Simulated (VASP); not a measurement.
**SbAs: single point with LDA**

SbAs:

```
Sb As
1.0
     2.03271    1.17359    3.71659
    -2.03271    1.17359    3.71659
     0.00000   -2.34718    3.71659
Sb As
1 1
Cartesian
  0.0000 0.0000 2.5544
  0.0000 0.0000 8.5954
```

The cell is a database's computed one.

```
Program                : VASP 6.6.1
Task                   : single point
Functional             : LDA
Potentials or basis    : VASP PAW LDA potentials, release 64 (Sb, As)
Cutoff                 : 520 eV
k mesh                 : 6 × 6 × 6
Occupations            : gaussian, width 0.1 eV
Spin                   : no spin polarisation
Dipole correction      : no
Further INCAR settings : ALGO = Normal; EDIFF = 1e-07; NBANDS = 12
```

* Pressure: -2.9 GPa
* Largest force: 0.012 eV/Å
* Band gap on the k mesh: none (metal or under the smearing width)

Forces in eV/Å, atoms in the order of the input:
```
Sb   0.000  0.000  0.012
As   0.000  0.000 -0.012
```

Stress tensor (GPa, compression positive):
```
-2.61  0.00  0.00
 0.00 -2.61  0.00
 0.00  0.00 -3.50
```

Levels at points of the mesh, in eV from the Fermi level:
| k point | band 1 | band 2 | band 3 | band 4 | band 5 | band 6 | band 7 | band 8 | band 9 | band 10 |
| --- | --- | --- | --- | --- | --- | --- | --- | --- | --- | --- |
| (0.00, 0.00, 0.00) | -13.50 | -5.51 | -2.15 | -1.70 | -1.70 | 1.93 | 2.91 | 2.91 | 6.11 | 6.11 |
| (0.50, 0.00, 0.00) | -11.34 | -9.78 | -2.23 | -2.21 | -0.41 | -0.10 | 0.53 | 1.18 | 7.81 | 8.47 |
| (0.50, 0.50, 0.00) | -11.25 | -8.52 | -5.34 | -3.69 | -3.56 | 1.68 | 5.03 | 5.95 | 6.64 | 9.49 |
| (0.50, 0.50, 0.50) | -12.30 | -9.11 | -1.38 | -1.38 | -0.60 | 0.77 | 0.77 | 1.59 | 7.18 | 9.38 |

Wall time 9.4 s on 1 thread of Intel(R) Xeon(R) 6975P-C (Granite Rapids), on a shared host, peak memory 0.17 GiB.

Spin-orbit coupling is left out, which matters for the levels of Sb.
